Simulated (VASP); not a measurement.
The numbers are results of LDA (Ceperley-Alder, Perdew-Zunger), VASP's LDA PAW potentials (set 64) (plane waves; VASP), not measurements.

A VASP calculation is set up with these files.

POSCAR:
```
Ni3Ge
3.4597230
  1.0000000000   0.0000000000   0.0000000000
  0.0000000000   1.0000000000   0.0000000000
  0.0000000000   0.0000000000   1.0000000000
Ni Ge
3 1
Cart
  0.4959050000   0.0085430000   0.5047990000
  0.0019730000   0.4981600000   0.4916630000
  0.5000170000   0.5001040000  -0.0018720000
  0.0021050000  -0.0068060000   0.0054110000
```

**INCAR**
```
SYSTEM = Ni3Ge
PREC = Accurate
ENCUT = 300
EDIFF = 1E-6
NELM = 100
ALGO = Normal
LREAL = .FALSE.
LASPH = .TRUE.
ISMEAR = 0
SIGMA = 0.1
LMAXMIX = 4
LWAVE = .FALSE.
LCHARG = .FALSE.
ISIF = 2
```

### KPOINTS
```
Automatic mesh
0
Gamma
6 6 6
0 0 0
```

POTCAR, in this order: Ni Ge_d (LDA.64 set). Program: vasp_std.

What VASP printed:

**OSZICAR**
```
       N       E                     dE             d eps       ncg     rms          rms(c)
DAV:   1     0.251398566344E+03    0.25140E+03   -0.14534E+04  6090   0.275E+03
DAV:   2     0.106806558638E+01   -0.25033E+03   -0.24458E+03  5826   0.480E+02
DAV:   3    -0.287573725514E+02   -0.29825E+02   -0.29256E+02  5880   0.154E+02
DAV:   4    -0.295128724680E+02   -0.75550E+00   -0.75280E+00  6272   0.282E+01
DAV:   5    -0.295289656298E+02   -0.16093E-01   -0.16089E-01  6914   0.360E+00    0.188E+01
DAV:   6    -0.285777592703E+02    0.95121E+00   -0.40930E+01  6508   0.822E+01    0.129E+01
DAV:   7    -0.264903630827E+02    0.20874E+01   -0.12620E+01  6092   0.465E+01    0.446E+00
DAV:   8    -0.264016555326E+02    0.88708E-01   -0.53154E-01  6880   0.669E+00    0.124E+00
DAV:   9    -0.263993652632E+02    0.22903E-02   -0.94743E-02  7050   0.652E+00    0.111E+00
DAV:  10    -0.263899397409E+02    0.94255E-02   -0.25866E-02  7408   0.365E+00    0.410E-01
DAV:  11    -0.263881719291E+02    0.17678E-02   -0.55313E-03  8642   0.105E+00    0.112E-01
DAV:  12    -0.263881961125E+02   -0.24183E-04   -0.10866E-03  7142   0.683E-01    0.102E-01
DAV:  13    -0.263881419063E+02    0.54206E-04   -0.31790E-04  6886   0.396E-01    0.500E-02
DAV:  14    -0.263881268894E+02    0.15017E-04   -0.90259E-05  7636   0.199E-01    0.757E-03
DAV:  15    -0.263881272880E+02   -0.39863E-06   -0.59767E-06  5714   0.316E-02
   1 F= -.26388127E+02 E0= -.26383912E+02  d E =-.842986E-02
```

### OUTCAR
```
------------------------ aborting loop because EDIFF is reached ----------------------------------------
  FORCE on cell =-STRESS in cart. coord.  units (eV):
  Direction    XX          YY          ZZ          XY          YZ          ZX
  --------------------------------------------------------------------------------------
  Total        1.6099136      1.6537335      1.6149167     -0.0258830     -0.0132517      0.0024903
  in kB       62.2858187     63.9811611     62.4793819     -1.0013862     -0.5126942      0.0963488
  external PRESSURE =      62.9154539 kB  Pullay stress =       0.0000000 kB
  volume of cell :       41.41
      direct lattice vectors                 reciprocal lattice vectors
     3.459723000  0.000000000  0.000000000     0.289040481  0.000000000  0.000000000
     0.000000000  3.459723000  0.000000000     0.000000000  0.289040481  0.000000000
     0.000000000  0.000000000  3.459723000     0.000000000  0.000000000  0.289040481
 POSITION                                       TOTAL-FORCE (eV/Angst)
 -----------------------------------------------------------------------------------
      1.71569      0.02956      1.74646         0.233312     -0.373062     -0.116430
      0.00683      1.72350      1.70102        -0.186790      0.152596      0.346848
      1.72992      1.73022      3.45325         0.088283      0.086238     -0.023605
      0.00728      3.43618      0.01872        -0.134804      0.134227     -0.206814
 -----------------------------------------------------------------------------------
    total drift:                               -0.000311      0.002086     -0.002217
  FREE ENERGIE OF THE ION-ELECTRON SYSTEM (eV)
  ---------------------------------------------------
  free  energy   TOTEN  =       -26.3881272880 eV

  energy  without entropy=      -26.3796974318  energy(sigma->0) =      -26.38391236
```
(Selected blocks of OUTCAR.)

**OUTCAR**
```
 val. band max:       10.9992210593   @ k =   0.3333   0.5000   0.5000

 cond. band min:      11.0397181926   @ k =   0.0000   0.0000   0.1667


 Fermi energy:        11.0227243859

 k-point     1 :       0.0000    0.0000    0.0000
  band No.  band energies     occupation
      1     -13.7854      2.00000
      2     -13.7854      2.00000
      3     -13.7669      2.00000
      4     -13.7666      2.00000
      5     -13.7664      2.00000
      6      -2.0278      2.00000
      7       5.7640      2.00000
      8       6.8692      2.00000
      9       6.8744      2.00000
     10       7.2888      2.00000
     11       7.2911      2.00000
     12       7.2958      2.00000
     13       9.3949      2.00000
     14       9.4109      2.00000
     15       9.4161      2.00000
     16       9.9659      2.00000
     17       9.9699      2.00000
     18       9.9868      2.00000
     19      10.3854      2.00000
     20      10.4179      2.00000
     21      10.7263      1.99997
     22      11.0401      0.80610
     23      11.0436      0.76735
     24      11.0443      0.76034
     25      15.4806      0.00000
     26      18.3208      0.00000

 k-point     2 :       0.1667    0.0000    0.0000
  band No.  band energies     occupation
      1     -13.7842      2.00000
      2     -13.7772      2.00000
      3     -13.7674      2.00000
      4     -13.7672      2.00000
      5     -13.7670      2.00000
      6      -1.6995      2.00000
      7       5.6866      2.00000
      8       6.4077      2.00000
      9       7.0853      2.00000
     10       7.2412      2.00000
     11       7.2510      2.00000
     12       7.3728      2.00000
     13       8.8585      2.00000
     14       8.8675      2.00000
     15       9.2462      2.00000
     16       9.3192      2.00000
     17      10.1517      2.00000
     18      10.1744      2.00000
     19      10.3215      2.00000
     20      10.3932      2.00000
     21      10.5708      2.00000
     22      11.0429      0.77565
...
```

At this cut-off the stress carries a Pulay error, which pulls relaxed volumes low.

The structure comes from a computed database's Ni3Ge entry; how it stands against other phases isn't given here. The cell was not relaxed at this level, atoms are displaced from their ideal sites, and its volume differs by -5.9 % from the start's. The k-mesh is coarse (spacing up to 0.30 per Å, 2π included), so the numbers may not be converged in it. The run is not spin-polarised, so no magnetic state was tried.
